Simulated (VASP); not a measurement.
# Band gap of SiO2 (Quartz): cutoff, mesh and cell

How far does the LDA gap of SiO2 (Quartz) depend on cutoff, mesh and cell? The starting structure is a measured crystal structure from the Crystallography Open Database. The atoms were first relaxed with LDA in that cell, in a run that isn't shown, and the relaxed structure is the one below.

Main program and level: VASP 6.6.1; Kohn-Sham DFT with plane waves and PAW; LDA.

### 1. The starting structure

It takes space group P3_221 (No. 154, trigonal). Conventional cell: a = 4.921 Å, b = 4.921 Å, c = 5.409 Å, α = 90.00°, β = 90.00°, γ = 120.00°. Si has 4 O at 1.61 Å nearest. O has 2 Si at 1.61 Å nearest. Farther neighbours and most contacts between anions are not listed.

### 2. Reference bands

INCAR

```
SYSTEM = SiO2
PREC = Accurate
ENCUT = 460
EDIFF = 1E-06
NELM = 100
ISMEAR = 0
SIGMA = 0.03
LREAL = .FALSE.
ALGO = Normal
GGA = CA
NBANDS = 46
LORBIT = 11
LWAVE = .FALSE.
LCHARG = .FALSE.
KPAR = 16
LASPH = .TRUE.
```

POSCAR

```
SiO2
1.0
    4.9209000000      0.0000000000      0.0000000000
   -2.4604500000      4.2616244095      0.0000000000
    0.0000000000      0.0000000000      5.4091000000
Si O
3 6
Direct
    0.5312129945      0.5312129945      0.0000000000
    0.0000000000      0.4687870055      0.3333333333
    0.4687870055      0.0000000000      0.6666666667
    0.1448427016      0.7315748149      0.5479944472
    0.8551572984      0.5867321133      0.1186722194
    0.5867321133      0.8551572984      0.8813277806
    0.7315748149      0.1448427016      0.4520055528
    0.2684251851      0.4132678867      0.2146611139
    0.4132678867      0.2684251851      0.7853388861
```

KPOINTS

```
Automatic mesh
0
Gamma
6 6 4
0 0 0
```

KPOINTS_OPT

```
Line mode
8
Line-mode
Reciprocal
  0.00000000   0.00000000   0.00000000 GAMMA
  0.50000000   0.00000000   0.00000000 M

  0.50000000   0.00000000   0.00000000 M
  0.33333333   0.33333333   0.00000000 K

  0.33333333   0.33333333   0.00000000 K
  0.00000000   0.00000000   0.00000000 GAMMA

  0.00000000   0.00000000   0.00000000 GAMMA
  0.00000000   0.00000000   0.50000000 A

  0.00000000   0.00000000   0.50000000 A
  0.50000000   0.00000000   0.50000000 L

  0.50000000   0.00000000   0.50000000 L
  0.33333333   0.33333333   0.50000000 H

  0.33333333   0.33333333   0.50000000 H
  0.00000000   0.00000000   0.50000000 A

  0.50000000   0.00000000   0.50000000 L
  0.50000000   0.00000000   0.00000000 M

  0.33333333   0.33333333   0.00000000 K
  0.33333333   0.33333333   0.50000000 H
```

PAW data sets: Si and O (LDA family, release 64).

Started as:

```sh
$ mpirun -np 16 vasp_std
```

What it wrote:

```text
[banner, memory and clock lines left out]
running   16 mpi-ranks, on    1 nodes
 distrk:  each k-point on    1 cores,   16 groups
 distr:  one band on    1 cores,    1 groups

 POSCAR found type information on POSCAR SiO
 POSCAR found :  2 types and       9 ions
|                                                                             |
|           W    W    AA    RRRRR   N    N  II  N    N   GGGG   !!!           |
|           W    W   A  A   R    R  NN   N  II  NN   N  G    G  !!!           |
|           W    W  A    A  R    R  N N  N  II  N N  N  G       !!!           |
|           W WW W  AAAAAA  RRRRR   N  N N  II  N  N N  G  GGG   !            |
|           WW  WW  A    A  R   R   N   NN  II  N   NN  G    G                |
|           W    W  A    A  R    R  N    N  II  N    N   GGGG   !!!           |
|                                                                             |
|     For optimal performance we recommend to set                             |
|       NCORE = 2 up to number-of-cores-per-socket                            |
|     NCORE specifies how many cores store one orbital (NPAR=cpu/NCORE).      |
|     This setting can greatly improve the performance of VASP for DFT.       |
|     The default, NCORE=1 might be grossly inefficient on modern             |
|     multi-core architectures or massively parallel machines. Do your        |
|     Unfortunately you need to use the default for GW and RPA                |
|     calculations (for HF NCORE is supported but not extensively tested      |
|     yet).                                                                   |
|                                                                             |

 LDA part: xc-table for (Slater(with rela. corr.)+CA(PZ))
 , standard interpolation
 POSCAR, INCAR and KPOINTS ok, starting setup
 FFT: planning ... GRIDC
 FFT: planning ... GRID_SOFT
 FFT: planning ... GRID
 WAVECAR not read
 entering main loop
       N       E                     dE             d eps       ncg     rms          rms(c)
DAV:   1     0.194651205803E+03    0.19465E+03   -0.22476E+04  2224   0.877E+02
DAV:   2    -0.749057728279E+02   -0.26956E+03   -0.26014E+03  2648   0.232E+02
DAV:   3    -0.877169853586E+02   -0.12811E+02   -0.12725E+02  2720   0.490E+01
DAV:   4    -0.878183402462E+02   -0.10135E+00   -0.10133E+00  2566   0.490E+00
DAV:   5    -0.878193260260E+02   -0.98578E-03   -0.98576E-03  2612   0.455E-01    0.259E+01
DAV:   6    -0.781775540653E+02    0.96418E+01   -0.22402E+01  2388   0.230E+01    0.134E+01
DAV:   7    -0.780337259156E+02    0.14383E+00   -0.84010E-01  2522   0.373E+00    0.444E+00
DAV:   8    -0.779458780117E+02    0.87848E-01   -0.49467E-02  2668   0.127E+00    0.175E+00
DAV:   9    -0.779284175119E+02    0.17460E-01   -0.16877E-02  2660   0.726E-01    0.250E-01
DAV:  10    -0.779288160775E+02   -0.39857E-03   -0.70782E-04  2480   0.117E-01    0.746E-02
DAV:  11    -0.779288294547E+02   -0.13377E-04   -0.68201E-05  2628   0.453E-02    0.730E-03
DAV:  12    -0.779288293366E+02    0.11816E-06   -0.52488E-06  2634   0.987E-03
   1 F= -.77928829E+02 E0= -.77928829E+02  d E =-.108716E-23
 Start KPOINTS_OPT (optional k-point list driver)
k-point batch [1-24\72]
       N       E                     dE             ncg
DAV:   1    -0.488748887621E+03   -0.19434E+05     2208
DAV:   2    -0.653820048791E+04   -0.60495E+04     2692
DAV:   3    -0.684359826253E+04   -0.30540E+03     2736
DAV:   4    -0.684605721270E+04   -0.24590E+01     2582
DAV:   5    -0.684608225872E+04   -0.25046E-01     2748
DAV:   6    -0.684608266334E+04   -0.40462E-03     2650
DAV:   7    -0.684608267160E+04   -0.82633E-05     2498
DAV:   8    -0.684608267192E+04   -0.31971E-06     1866
[...]
k-point batch [49-72\72]
       N       E                     dE             ncg
DAV:   1    -0.398301096223E+03   -0.28364E+05     2208
DAV:   2    -0.653922796948E+04   -0.61409E+04     2670
DAV:   3    -0.684539281323E+04   -0.30616E+03     2768
DAV:   4    -0.684789728410E+04   -0.25045E+01     2610
DAV:   5    -0.684792283420E+04   -0.25550E-01     2666
DAV:   6    -0.684792324727E+04   -0.41307E-03     2738
DAV:   7    -0.684792325579E+04   -0.85144E-05     2400
DAV:   8    -0.684792325610E+04   -0.30917E-06     2020
```

Run time: 14 s. Hardware: 16 MPI ranks of Intel Xeon 6975P-C (Granite Rapids), shared host; peak memory 4.5 GiB; 2.8 min of CPU time.

Lines that name or quote the potential files are left out of all logs, and their timing lines are given in words.

From OUTCAR (step 2):

```text
ion  position               nearest neighbor table
   1  0.531  0.531  0.000-   5 1.61   6 1.61   8 1.61   9 1.61   2 3.06   2 3.06   3 3.06   3 3.06

  LATTYP: Found a hexagonal cell.
 ALAT       =     4.9209000000
 C/A-ratio  =     1.0992094942

 Subroutine GETGRP returns: Found  6 space group operations
 (whereof  2 operations were pure point group operations)

The static configuration has the point symmetry C_2 .
 The point group associated with its full space group is D_3 .

 Found     24 irreducible k-points:

   k-points           NKPTS =     24   k-points in BZ     NKDIM =     24   number of bands    NBANDS=     46

   dimension x,y,z NGX =    36 NGY =   36 NGZ =   40
   dimension x,y,z NGXF=    72 NGYF=   72 NGZF=   80

   ENCUT  =  460.0 eV  33.81 Ry    5.81 a.u.   8.61  8.61  9.46*2*pi/ulx,y,z

   NELECT =      48.0000    total number of electrons

 k-points in reciprocal lattice and weights: Automatic mesh
   0.00000000  0.00000000  0.00000000       0.007
   0.16666667 -0.00000000  0.00000000       0.042
   0.33333333 -0.00000000  0.00000000       0.042
   0.50000000 -0.00000000  0.00000000       0.021
   0.16666667  0.16666667  0.00000000       0.042
   0.33333333  0.16666667  0.00000000       0.083
   0.33333333  0.33333333  0.00000000       0.014
   0.00000000  0.00000000  0.25000000       0.014
   0.16666667 -0.00000000  0.25000000       0.042
[...]
0.33333333  0.16666667  0.50000000       0.083
   0.33333333  0.33333333  0.50000000       0.014

 average (electrostatic) potential at core
       1 -88.1597       2 -88.1597       3 -88.1597       4 -73.5524       5 -73.5524
       6 -73.5524       7 -73.5524       8 -73.5524       9 -73.5524

 E-fermi :   1.0329

 k-point     1 :       0.0000    0.0000    0.0000
  band No.  band energies     occupation
    ...
     20      -0.1897      2.00000
     21      -0.1897      2.00000
     22       0.1257      2.00000
     23       0.5032      2.00000
     24       0.5032      2.00000
     25       6.5516      0.00000
     26       9.8147      0.00000
     27       9.8147      0.00000
     28      10.2784      0.00000
     29      10.2784      0.00000
    ...

 k-point     2 :       0.1667   -0.0000    0.0000
  band No.  band energies     occupation
    ...
     20      -0.2494      2.00000
     21      -0.1882      2.00000
     22       0.0255      2.00000
     23       0.5620      2.00000
     24       0.5966      2.00000
     25       6.9767      0.00000
     26       9.8007      0.00000
     27       9.8623      0.00000
     28      10.3094      0.00000
     29      10.4223      0.00000
    ...

 k-point     3 :       0.3333   -0.0000    0.0000
  band No.  band energies     occupation
    ...
     20      -0.2908      2.00000
     21      -0.2121      2.00000
     22      -0.0089      2.00000
     23       0.5812      2.00000
     24       0.7363      2.00000
     25       7.9765      0.00000
     26       9.8528      0.00000
     27       9.9561      0.00000
     28      10.4328      0.00000
     29      10.7770      0.00000
    ...

  Total       -0.9884573     -0.9884573     -0.8865333     -0.0000000      0.0000000      0.0000000
  in kB      -13.9612333    -13.9612333    -12.5216308     -0.0000000      0.0000000      0.0000000
  external PRESSURE =     -13.4813658 kB  Pullay stress =       0.0000000 kB

  energy-cutoff  :      460.00
  volume of cell :      113.43
      direct lattice vectors                 reciprocal lattice vectors
     4.920900000  0.000000000  0.000000000     0.203214859  0.117326154  0.000000000
    -2.460450000  4.261624410  0.000000000     0.000000000  0.234652307  0.000000000
     0.000000000  0.000000000  5.409100000     0.000000000  0.000000000  0.184873639

 POSITION                                       TOTAL-FORCE (eV/Angst)
 -----------------------------------------------------------------------------------
      1.30702      2.26383      0.00000        -0.006998     -0.012121      0.000000
     -1.15343      1.99779      1.80303        -0.006998      0.012121      0.000000
      2.30685      0.00000      3.60607         0.013997      0.000000      0.000000
     -1.08725      3.11770      2.96416         0.009849      0.000815      0.015101
      2.76452      2.50043      0.64191        -0.005630     -0.008122     -0.015101
      0.78318      3.64436      4.76719        -0.004219     -0.008937      0.015101
      3.24363      0.61727      2.44494        -0.004219      0.008937     -0.015101
      0.30407      1.76119      1.16112        -0.005630      0.008122      0.015101
      1.37320      1.14393      4.24798         0.009849     -0.000815     -0.015101
 -----------------------------------------------------------------------------------
    total drift:                               -0.000015     -0.000027      0.000001

  FREE ENERGIE OF THE ION-ELECTRON SYSTEM (eV)
  ---------------------------------------------------
  free  energy   TOTEN  =       -77.9288293366 eV

  energy  without entropy=      -77.9288293366  energy(sigma->0) =      -77.92882934

 total charge
# of ion       s       p       d       tot
------------------------------------------
    1        0.653   1.023   0.000   1.677
    2        0.653   1.023   0.000   1.677
    3        0.653   1.023   0.000   1.677
    4        1.547   3.686   0.000   5.233
    5        1.547   3.686   0.000   5.233
    6        1.547   3.686   0.000   5.233
    7        1.547   3.686   0.000   5.233
    8        1.547   3.686   0.000   5.233
    9        1.547   3.686   0.000   5.233
--------------------------------------------------
tot         11.242  25.185   0.000  36.427

[... 3 further parts left out ...]
```

The reference gap is 5.723 eV.

### 3. Bands with cell and atoms relaxed by LDA

Against step 2 the input has another starting structure. The cell comes from a relaxation at this level, not shown (110.54 Å³).

INCAR is that of step 2.

POSCAR

```
SiO2
1.0
    4.8714754895      0.0000000000      0.0000000000
   -2.4357377448      4.2188215278      0.0000000000
    0.0000000000      0.0000000000      5.3784787948
Si O
3 6
Direct
    0.5353843782      0.5353843782      0.0000000000
    0.0000000000      0.4646156218      0.3333333333
    0.4646156218      0.0000000000      0.6666666667
    0.1354493718      0.7239162681      0.5540729708
    0.8645506282      0.5884668963      0.1125936958
    0.5884668963      0.8645506282      0.8874063042
    0.7239162681      0.1354493718      0.4459270292
    0.2760837319      0.4115331037      0.2207396375
    0.4115331037      0.2760837319      0.7792603625
```

KPOINTS is that of step 2.

KPOINTS_OPT is that of step 2.

Started as:

```sh
$ mpirun -np 16 vasp_std
```

What it wrote:

```text
[banner, memory and clock lines left out]
running   16 mpi-ranks, on    1 nodes
[...]
[... a notice as in an earlier step ...]

 LDA part: xc-table for (Slater(with rela. corr.)+CA(PZ))
 , standard interpolation
 POSCAR, INCAR and KPOINTS ok, starting setup
[...]
entering main loop
       N       E                     dE             d eps       ncg     rms          rms(c)
DAV:   1     0.194855648627E+03    0.19486E+03   -0.22448E+04  2208   0.878E+02
DAV:   2    -0.749353802101E+02   -0.26979E+03   -0.26057E+03  2660   0.235E+02
DAV:   3    -0.876390308980E+02   -0.12704E+02   -0.12617E+02  2688   0.489E+01
DAV:   4    -0.877383006696E+02   -0.99270E-01   -0.99241E-01  2560   0.487E+00
[...]
DAV:  10    -0.779328284641E+02   -0.35122E-03   -0.70806E-04  2464   0.119E-01    0.752E-02
DAV:  11    -0.779328384385E+02   -0.99745E-05   -0.64674E-05  2638   0.444E-02    0.833E-03
DAV:  12    -0.779328381032E+02    0.33532E-06   -0.53468E-06  2626   0.101E-02
   1 F= -.77932838E+02 E0= -.77932838E+02  d E =-.899690E-21
 Start KPOINTS_OPT (optional k-point list driver)
k-point batch [1-24\72]
       N       E                     dE             ncg
DAV:   1    -0.274755164241E+03   -0.19554E+05     2208
DAV:   2    -0.629214557099E+04   -0.60174E+04     2648
DAV:   3    -0.658843774786E+04   -0.29629E+03     2720
DAV:   4    -0.659077914656E+04   -0.23414E+01     2582
DAV:   5    -0.659080268445E+04   -0.23538E-01     2742
DAV:   6    -0.659080305808E+04   -0.37363E-03     2636
DAV:   7    -0.659080306557E+04   -0.74853E-05     2470
DAV:   8    -0.659080306583E+04   -0.25874E-06     1948
[...]
k-point batch [49-72\72]
       N       E                     dE             ncg
DAV:   1    -0.232922305891E+03   -0.27942E+05     2208
DAV:   2    -0.629382903894E+04   -0.60609E+04     2634
DAV:   3    -0.659032983717E+04   -0.29650E+03     2720
DAV:   4    -0.659270601492E+04   -0.23762E+01     2634
DAV:   5    -0.659272986997E+04   -0.23855E-01     2680
DAV:   6    -0.659273025314E+04   -0.38317E-03     2744
DAV:   7    -0.659273026095E+04   -0.78097E-05     2374
DAV:   8    -0.659273026123E+04   -0.28602E-06     1968
```

The job ended after 14 s (16 MPI ranks; peak memory 4.5 GiB; 2.8 min of CPU time).

Parts of OUTCAR (step 3):

```text
  Total       -0.3723833     -0.3723833     -0.4277822      0.0000000     -0.0000000      0.0000000
  in kB       -5.3974620     -5.3974620     -6.2004348      0.0000000     -0.0000000      0.0000000
  external PRESSURE =      -5.6651196 kB  Pullay stress =       0.0000000 kB

 POSITION                                       TOTAL-FORCE (eV/Angst)
 -----------------------------------------------------------------------------------
      1.30406      2.25869      0.00000        -0.001728     -0.002994      0.000000
     -1.13168      1.96013      1.79283        -0.001728      0.002994      0.000000
      2.26336      0.00000      3.58565         0.003457      0.000000      0.000000
     -1.10343      3.05407      2.98007        -0.001423      0.001883      0.003897
      2.77829      2.48264      0.60558        -0.000919      0.002174     -0.003897
      0.76088      3.64738      4.77290         0.002342      0.000291      0.003897
      3.19662      0.57144      2.39841         0.002342     -0.000291     -0.003897
      0.34255      1.73618      1.18724        -0.000919     -0.002174      0.003897
      1.33231      1.16475      4.19124        -0.001423     -0.001883     -0.003897
 -----------------------------------------------------------------------------------
    total drift:                               -0.000018     -0.000031     -0.000000

  FREE ENERGIE OF THE ION-ELECTRON SYSTEM (eV)
  ---------------------------------------------------
  free  energy   TOTEN  =       -77.9328381032 eV

  energy  without entropy=      -77.9328381032  energy(sigma->0) =      -77.93283810

[... 1 part as in an earlier step ...]

[... 2 further parts left out ...]
[key lines of the parts left out:]
E-fermi :   1.2273
```

With cell and atoms relaxed by LDA the gap is 5.806 eV, +0.082 eV from the reference.

### 4. Bands with no band path

Against step 2 the input has no band path (also changed: NBANDS).

INCAR: that of step 3 with these lines changed.

```diff
@@ -10,3 +10,3 @@
 GGA = CA
-NBANDS = 46
+NBANDS = 33
 LORBIT = 11
```

POSCAR

```
SiO2
1.0
    4.9209000000      0.0000000000      0.0000000000
   -2.4604500000      4.2616244095      0.0000000000
    0.0000000000      0.0000000000      5.4091000000
Si O
3 6
Direct
    0.5312129945      0.5312129945      0.0000000000
    0.0000000000      0.4687870055      0.3333333333
    0.4687870055      0.0000000000      0.6666666667
    0.1448427016      0.7315748149      0.5479944472
    0.8551572984      0.5867321133      0.1186722194
    0.5867321133      0.8551572984      0.8813277806
    0.7315748149      0.1448427016      0.4520055528
    0.2684251851      0.4132678867      0.2146611139
    0.4132678867      0.2684251851      0.7853388861
```

KPOINTS is that of step 3.

Started as:

```sh
$ mpirun -np 16 vasp_std
```

What it wrote:

```text
[... set-up lines as in an earlier step ...]
 entering main loop
       N       E                     dE             d eps       ncg     rms          rms(c)
DAV:   1     0.248777483651E+03    0.24878E+03   -0.23775E+04  1592   0.122E+03
DAV:   2    -0.711456509115E+02   -0.31992E+03   -0.30889E+03  1998   0.294E+02
DAV:   3    -0.876363805369E+02   -0.16491E+02   -0.16422E+02  2008   0.718E+01
DAV:   4    -0.878164251608E+02   -0.18004E+00   -0.17986E+00  1976   0.837E+00
[...]
DAV:  11    -0.779288294538E+02    0.70201E-04   -0.56441E-04  1984   0.139E-01    0.194E-02
DAV:  12    -0.779288292533E+02    0.20047E-06   -0.13293E-05  1975   0.217E-02    0.603E-03
DAV:  13    -0.779288293407E+02   -0.87415E-07   -0.23360E-06  1520   0.877E-03
   1 F= -.77928829E+02 E0= -.77928829E+02  d E =-.153800E-16
```

Run time: 6.4 s. Hardware: 16 MPI ranks; peak memory 3.4 GiB.

Parts of OUTCAR (step 4):

```text
  Total       -1.0033415     -1.0033415     -0.9009297      0.0000000     -0.0000000      0.0000000
  in kB      -14.1714611    -14.1714611    -12.7249700      0.0000000     -0.0000000      0.0000000
  external PRESSURE =     -13.6892974 kB  Pullay stress =       0.0000000 kB

 POSITION                                       TOTAL-FORCE (eV/Angst)
 -----------------------------------------------------------------------------------
      1.30702      2.26383      0.00000        -0.007019     -0.012157      0.000000
     -1.15343      1.99779      1.80303        -0.007019      0.012157      0.000000
      2.30685      0.00000      3.60607         0.014037      0.000000      0.000000
     -1.08725      3.11770      2.96416         0.009537      0.000842      0.015315
      2.76452      2.50043      0.64191        -0.005497     -0.007838     -0.015315
      0.78318      3.64436      4.76719        -0.004040     -0.008680      0.015315
      3.24363      0.61727      2.44494        -0.004040      0.008680     -0.015315
      0.30407      1.76119      1.16112        -0.005497      0.007838      0.015315
      1.37320      1.14393      4.24798         0.009537     -0.000842     -0.015315
 -----------------------------------------------------------------------------------
    total drift:                               -0.000015     -0.000027      0.000001

  FREE ENERGIE OF THE ION-ELECTRON SYSTEM (eV)
  ---------------------------------------------------
  free  energy   TOTEN  =       -77.9288293407 eV

  energy  without entropy=      -77.9288293407  energy(sigma->0) =      -77.92882934

[... 1 part as in an earlier step ...]

[... 2 further parts left out ...]
[key lines of the parts left out:]
E-fermi :   0.9934
```

With no band path the gap is 5.724 eV, +0.000 eV from the reference, read on the mesh alone.

(Part 1 of 2 ends here.)

[Lines on the potential files, build, host, timing and source positions are cut from VASP's logs without a mark.]

[Logs are printed without paths, hosts, clocks, repeated set-up lines and the standing remarks that a program may print on its own settings, such as how far it seeks lower states.]

[Hosts, paths, dates, database ids (printed as entryN), source tags and the programs' standing remarks are cut or masked in the printed files.]
